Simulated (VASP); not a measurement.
# Hf: a series in a change of volume

Wanted: the elastic response of Hf to a change of volume, with a fit that predicts a row left out.

Program: VASP 6.6.1. Level of theory: r2SCAN; plane waves and PAW (Hf_sv_GW), in the first sound run; inputs show where later runs differ. Results are calculated unless marked as measured.

### 1. The starting structure

The structure is hexagonal, space group P6_3/mmc (No. 194). Conventional cell: a = 3.200 Å, b = 3.200 Å, c = 5.062 Å, α = 90.00°, β = 90.00°, γ = 120.00°. Nearest to Hf lie 12 Hf at 3.13 to 3.20 Å.

### 2. Relax the crystal, r2SCAN

The series starts from the cell that this level prefers, so that zero strain is near zero stress.

This step took 2 runs in a row; the last is shown.

Level: r2SCAN; plane waves and PAW (Hf_sv_GW).

Input file INCAR:

```
SYSTEM = Hf
PREC = Accurate
ENCUT = 470
EDIFF = 1E-07
NELM = 120
ISMEAR = 1
SIGMA = 0.15
LREAL = .FALSE.
ALGO = Normal
METAGGA = R2SCAN
LASPH = .TRUE.
NBANDS = 18
LORBIT = 11
LWAVE = .FALSE.
LCHARG = .FALSE.
KPAR = 8
IBRION = 2
NSW = 40
ISIF = 3
EDIFFG = -0.005
POTIM = 0.4
```

Input file POSCAR:

```
Hf
1.0
    3.1859367787      0.0000000000      0.0000000000
   -1.5929683894      2.7591021852      0.0000000000
    0.0000000000      0.0000000000      5.0263932259
Hf
2
Direct
    0.0000000000      0.0000000000      0.0000000000
    0.3333333333      0.6666666667      0.5000000000
```

Input file KPOINTS:

```
Automatic mesh
0
Gamma
21 21 12
0 0 0
```

The projector-augmented-wave data sets are Hf_sv_GW (PBE family, release 64).

Started as:

```bash
$ mpirun -np 8 vasp_std
```

The program printed:

```text
[banner, memory and clock lines left out]
running    8 mpi-ranks, on    1 nodes
[...]
|                                                                             |
|           W    W    AA    RRRRR   N    N  II  N    N   GGGG   !!!           |
|           W    W   A  A   R    R  NN   N  II  NN   N  G    G  !!!           |
|           W    W  A    A  R    R  N N  N  II  N N  N  G       !!!           |
|           W WW W  AAAAAA  RRRRR   N  N N  II  N  N N  G  GGG   !            |
|           WW  WW  A    A  R   R   N   NN  II  N   NN  G    G                |
|           W    W  A    A  R    R  N    N  II  N    N   GGGG   !!!           |
|                                                                             |
|     For optimal performance we recommend to set                             |
|       NCORE = 2 up to number-of-cores-per-socket                            |
|     NCORE specifies how many cores store one orbital (NPAR=cpu/NCORE).      |
|     This setting can greatly improve the performance of VASP for DFT.       |
[...]
|     You enforced a specific xc type in the INCAR file but a different       |
|     [... a line on the potential file left out ...]
|     I HOPE YOU KNOW WHAT YOU ARE DOING!                                     |
|                                                                             |

 LDA part: xc-table for (None), standard interpolation
 POSCAR, INCAR and KPOINTS ok, starting setup
[...]
entering main loop
       N       E                     dE             d eps       ncg     rms          rms(c)
DAV:   1     0.119351919812E+03    0.11935E+03   -0.14063E+04 12152   0.124E+03
DAV:   2    -0.942786349697E+02   -0.21363E+03   -0.21090E+03 16212   0.343E+02
DAV:   3    -0.103400525872E+03   -0.91219E+01   -0.90712E+01 14752   0.713E+01
DAV:   4    -0.103465594733E+03   -0.65069E-01   -0.64917E-01 16446   0.605E+00
[...]
DAV:  13    -0.958070413212E+02    0.14207E-05   -0.49246E-07 13916   0.714E-03    0.110E-01
DAV:  14    -0.958070417692E+02   -0.44807E-06   -0.60429E-07 13236   0.767E-03    0.830E-03
DAV:  15    -0.958070417435E+02    0.25753E-07   -0.22767E-08  7626   0.140E-03
   1 F= -.95807042E+02 E0= -.95807347E+02  d E =-.958070E+02
[...]
reached required accuracy - stopping structural energy minimisation
```

Wall time 4.1 min (8 MPI ranks of AMD EPYC 7R43, shared host); peak memory 2.3 GiB; 33 min of CPU time.

The logs omit lines about the potential files and the build; timing stands in the text.

OUTCAR, selected parts (step 2):

```text
  Total        0.0019555      0.0019555     -0.0007512     -0.0000000      0.0000000     -0.0000000
  in kB        0.0709116      0.0709116     -0.0272416     -0.0000000      0.0000000     -0.0000000
  external PRESSURE =       0.0381939 kB  Pullay stress =       0.0000000 kB

 POSITION                                       TOTAL-FORCE (eV/Angst)
 -----------------------------------------------------------------------------------
      0.00000      0.00000      0.00000         0.000000      0.000000      0.000000
     -0.00000      1.83940      2.51320        -0.000000     -0.000000      0.000000
 -----------------------------------------------------------------------------------
    total drift:                                0.000000     -0.000000     -0.000000

  FREE ENERGIE OF THE ION-ELECTRON SYSTEM (eV)
  ---------------------------------------------------
  free  energy   TOTEN  =       -95.8070417435 eV

  energy  without entropy=      -95.8079587921  energy(sigma->0) =      -95.80734743

 reached required accuracy - stopping structural energy minimisation

[... 3 further parts left out ...]
[key lines of the parts left out:]
E-fermi :   8.8522
```

Numbers from this step:

| Quantity | Value |
| --- | --- |
| energy(sigma→0) of the program | -95.8073 eV |
| stress, compression positive | xx, yy, zz 0.01, 0.01, 0.00 GPa |
| volume | 44.184 Å³ |
| ionic steps | 1 |

### 3. Relax at fixed volume, r2SCAN

One member in full: the volume is scaled by 1.01, and shape and atoms relax at that volume.

Level: r2SCAN; plane waves and PAW (Hf_sv_GW).

INCAR, as its differences from that of step 2:

```diff
@@ -15,7 +15,7 @@
 LCHARG = .FALSE.
-KPAR = 8
+KPAR = 2
 IBRION = 2
 NSW = 40
-ISIF = 3
-EDIFFG = -0.005
+ISIF = 4
+EDIFFG = -0.004
 POTIM = 0.4
```

Input file POSCAR:

```
Hf
1.0
    3.1965213640      0.0000000000      0.0000000000
   -1.5982606821      2.7682687050      0.0000000000
    0.0000000000      0.0000000000      5.0430923294
Hf
2
Direct
    0.0000000000      0.0000000000      0.0000000000
    0.3333333333      0.6666666667      0.5000000000
```

KPOINTS is that of step 2.

Started as:

```bash
$ mpirun -np 2 vasp_std
```

The program printed:

```text
[banner, memory and clock lines left out]
running    2 mpi-ranks, on    1 nodes
[...]
[... a notice as in an earlier step ...]

 LDA part: xc-table for (None), standard interpolation
 POSCAR, INCAR and KPOINTS ok, starting setup
[...]
entering main loop
       N       E                     dE             d eps       ncg     rms          rms(c)
DAV:   1     0.116786647031E+03    0.11679E+03   -0.14101E+04 12152   0.124E+03
DAV:   2    -0.945552193977E+02   -0.21134E+03   -0.20871E+03 16142   0.340E+02
DAV:   3    -0.103434379562E+03   -0.88792E+01   -0.88181E+01 14956   0.705E+01
DAV:   4    -0.103499193729E+03   -0.64814E-01   -0.64496E-01 16252   0.595E+00
[...]
DAV:  13    -0.958078266395E+02    0.12697E-05   -0.53176E-07 14122   0.743E-03    0.111E-01
DAV:  14    -0.958078270264E+02   -0.38689E-06   -0.63575E-07 13228   0.785E-03    0.758E-03
DAV:  15    -0.958078270010E+02    0.25399E-07   -0.22924E-08  7592   0.138E-03
   1 F= -.95807827E+02 E0= -.95808107E+02  d E =-.958078E+02
[...]
reached required accuracy - stopping structural energy minimisation
```

The job ended after 13 min (2 MPI ranks; peak memory 0.6 GiB).

From OUTCAR (step 3):

```text
  Total       -0.3104047     -0.3104047     -0.3165616      0.0000000      0.0000000      0.0000000
  in kB      -11.1443841    -11.1443841    -11.3654329      0.0000000      0.0000000      0.0000000
  external PRESSURE =     -11.2180671 kB  Pullay stress =       0.0000000 kB

 POSITION                                       TOTAL-FORCE (eV/Angst)
 -----------------------------------------------------------------------------------
      0.00000      0.00000      0.00000         0.000000      0.000000      0.000000
     -0.00000      1.84551      2.52155         0.000000     -0.000000      0.000000
 -----------------------------------------------------------------------------------
    total drift:                                0.000000     -0.000000     -0.000000

  FREE ENERGIE OF THE ION-ELECTRON SYSTEM (eV)
  ---------------------------------------------------
  free  energy   TOTEN  =       -95.8078270010 eV

  energy  without entropy=      -95.8086662145  energy(sigma->0) =      -95.80810674

[... 2 parts as in an earlier step ...]

[... 2 further parts left out ...]
[key lines of the parts left out:]
E-fermi :   8.7452
```

Read from the output:

```
energy(sigma→0) of the program : -95.8081 eV
stress, compression positive   : xx, yy, zz -1.11, -1.11, -1.14 GPa
ionic steps                    : 1
```

### 4. The table

The other members went through these steps as far as the tables show, with the same cutoff and, step by step, the same mesh; 9 runs are not shown. The session took 6.5 core hours (wall time by ranks) on a shared machine.

```tsv
volume over the relaxed volume	volume (Å³/atom)	pressure (GPa)	energy above the unstrained row, extrapolated to no smearing (meV/atom)
0.940	20.766	7.881	38.561
0.960	21.208	5.029	18.300
0.980	21.650	2.410	5.644
0.990	21.871	1.181	1.989
1	22.092	0.004	0.000
1.010	22.313	-1.122	-0.380
1.020	22.534	-2.199	0.760
1.040	22.976	?	?
1.060	23.417	-6.070	19.320
```

### 5. Stress from the known rows

Fitting a cubic to the 8 known rows (u: logarithm of the volume ratio) gives pressure = − 91.05 u³ + 191.4 u² − 115.1 u + 0.004928 in GPa; the residuals are 7.2e-4 GPa r.m.s.

At u = 0.03922 this predicts -4.220 GPa.

### 6. The withheld row

The calculation gives -4.217 GPa, so the prediction is 0.003 GPa too low.

A cubic of the pressure in ln(V/V₀) through all rows has the slope −B at V₀: B = 115 GPa, and its curvature gives B′ = 3.3.

### 7. What came out

```
error of the predicted pressure : -0.003 GPa
bulk modulus                    : 115 GPa
```

What this shows: The slope of the energy gives 0.85 GPa at the relaxed volume where the pressure column has 0.00 GPa, a mark of the finite basis or of the smearing. These are static values: temperature and zero-point motion are left out. In a metal the slopes also depend on mesh and smearing, which were held through the series.

[Lines on the potential files, build, host, timing and source positions are cut from VASP's logs without a mark.]

[Logs are printed without paths, hosts, clocks, repeated set-up lines and the standing remarks that a program may print on its own settings, such as how far it seeks lower states.]

[Hosts, paths, dates, database ids (printed as entryN), source tags and the programs' standing remarks are cut or masked in the printed files.]

[In band tables of VASP the shares of atoms and orbitals are scaled to a sum of 1 inside the atoms' spheres.]
